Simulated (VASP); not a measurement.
Method: SCAN meta-GGA, VASP's PBE PAW potentials (set 64) (plane waves; VASP).

VASP input:

POSCAR:
```
PdIn
1
    3.1907886040     0.0000000000     0.0000000000
    0.0000000000     3.1907886040     0.0000000000
    0.0000000000     0.0000000000     3.1907886040
In Pd
1 1
Direct
  0.5000000000   0.5000000000   0.5000000000
  0.0000000000   0.0000000000   0.0000000000
```

### KPOINTS
```
Automatic
0
gamma
 11 11 11
```

INCAR:
```
! general
SYSTEM  = PdIn
PREC    = Accurate
ENCUT   = 520
LREAL   = F   ! projection in real space or not
LASPH   = T   ! aspherical one-centre terms

! electronic loop
EDIFF   = 1E-7   ! SCF stop (eV)
NELM    = 100   ! most electronic steps
ALGO    = Normal
LMAXMIX = 4   ! l cut-off of mixed one-centre charges
LMIXTAU = T

! smearing
ISMEAR  = 1   ! Methfessel-Paxton
SIGMA   = 0.1   ! width (eV)

! functional
METAGGA = SCAN

! ions
ISIF    = 2

! output
LWAVE   = F
LCHARG  = F
```

POTCAR, in this order: In_d Pd (PBE.64 set). Program: vasp_std.

The resulting files:

OSZICAR:
```
       N       E                     dE             d eps       ncg     rms          rms(c)
DAV:   1     0.102693200567E+03    0.10269E+03   -0.11750E+04  1726   0.208E+03
DAV:   2    -0.655923739234E+02   -0.16829E+03   -0.16423E+03  1764   0.426E+02
DAV:   3    -0.730176673472E+02   -0.74253E+01   -0.73733E+01  2065   0.955E+01
DAV:   4    -0.731582028106E+02   -0.14054E+00   -0.14050E+00  2067   0.124E+01
DAV:   5    -0.731653101931E+02   -0.71074E-02   -0.71073E-02  2541   0.248E+00    0.949E+00
DAV:   6    -0.669691523983E+02    0.61962E+01   -0.63701E+00  1827   0.386E+01    0.373E+00
DAV:   7    -0.671031071411E+02   -0.13395E+00   -0.39493E-01  1869   0.844E+00    0.321E+00
DAV:   8    -0.670967433858E+02    0.63638E-02   -0.59065E-01  2023   0.847E+00    0.255E+00
DAV:   9    -0.670984680707E+02   -0.17247E-02   -0.32627E-01  1876   0.724E+00    0.150E+00
DAV:  10    -0.671242608107E+02   -0.25793E-01   -0.81734E-02  1729   0.320E+00    0.737E-01
DAV:  11    -0.671139704626E+02    0.10290E-01   -0.27591E-02  2081   0.211E+00    0.440E-01
DAV:  12    -0.671163234528E+02   -0.23530E-02   -0.45255E-03  1918   0.640E-01    0.308E-01
DAV:  13    -0.671163651606E+02   -0.41708E-04   -0.12208E-03  1953   0.371E-01    0.159E-01
DAV:  14    -0.671179739426E+02   -0.16088E-02   -0.86374E-04  1821   0.325E-01    0.119E-01
DAV:  15    -0.671179713836E+02    0.25590E-05   -0.86367E-05  2219   0.104E-01    0.597E-02
DAV:  16    -0.671182332955E+02   -0.26191E-03   -0.25458E-05  2163   0.619E-02    0.302E-02
DAV:  17    -0.671181910138E+02    0.42282E-04   -0.26554E-06  2100   0.181E-02    0.322E-03
DAV:  18    -0.671181996344E+02   -0.86206E-05   -0.68819E-07  1960   0.980E-03    0.466E-03
DAV:  19    -0.671181932763E+02    0.63581E-05   -0.13637E-07  1351   0.431E-03    0.681E-04
DAV:  20    -0.671181942296E+02   -0.95332E-06   -0.26828E-08   959   0.221E-03    0.237E-04
DAV:  21    -0.671181936668E+02    0.56282E-06   -0.33528E-09   938   0.653E-04    0.188E-04
DAV:  22    -0.671181937765E+02   -0.10966E-06   -0.22432E-09   924   0.605E-04    0.121E-04
DAV:  23    -0.671181939504E+02   -0.17389E-06   -0.54786E-10   896   0.281E-04    0.818E-05
DAV:  24    -0.671181941671E+02   -0.21675E-06   -0.20601E-10   917   0.155E-04    0.535E-05
DAV:  25    -0.671181941336E+02    0.33542E-07   -0.85436E-11   896   0.109E-04
   1 F= -.67118194E+02 E0= -.67117867E+02  d E =-.981647E-03
```

**OUTCAR**
```
------------------------ aborting loop because EDIFF is reached ----------------------------------------
  FORCE on cell =-STRESS in cart. coord.  units (eV):
  Direction    XX          YY          ZZ          XY          YZ          ZX
  --------------------------------------------------------------------------------------
  Total        1.9275763      1.9275763      1.9275763      0.0000000      0.0000000     -0.0000000
  in kB       95.0666209     95.0666209     95.0666209      0.0000000      0.0000000     -0.0000000
  external PRESSURE =      95.0666209 kB  Pullay stress =       0.0000000 kB
  volume of cell :       32.49
      direct lattice vectors                 reciprocal lattice vectors
     3.190788604  0.000000000  0.000000000     0.313402147  0.000000000  0.000000000
     0.000000000  3.190788604  0.000000000     0.000000000  0.313402147  0.000000000
     0.000000000  0.000000000  3.190788604     0.000000000  0.000000000  0.313402147
 POSITION                                       TOTAL-FORCE (eV/Angst)
 -----------------------------------------------------------------------------------
      1.59539      1.59539      1.59539         0.000000      0.000000      0.000000
      0.00000      0.00000      0.00000         0.000000      0.000000      0.000000
 -----------------------------------------------------------------------------------
    total drift:                                0.000000      0.000000     -0.000000
  FREE ENERGIE OF THE ION-ELECTRON SYSTEM (eV)
  ---------------------------------------------------
  free  energy   TOTEN  =       -67.1181941336 eV

  energy  without entropy=      -67.1172124869  energy(sigma->0) =      -67.11786692
```
(Selected blocks of OUTCAR.)

The compound is PdIn in the CsCl type structure. This cell is one point of a volume scan, at 0.94 of the reference volume. The electron count is odd and the run is not spin-polarised, which forces a metal.
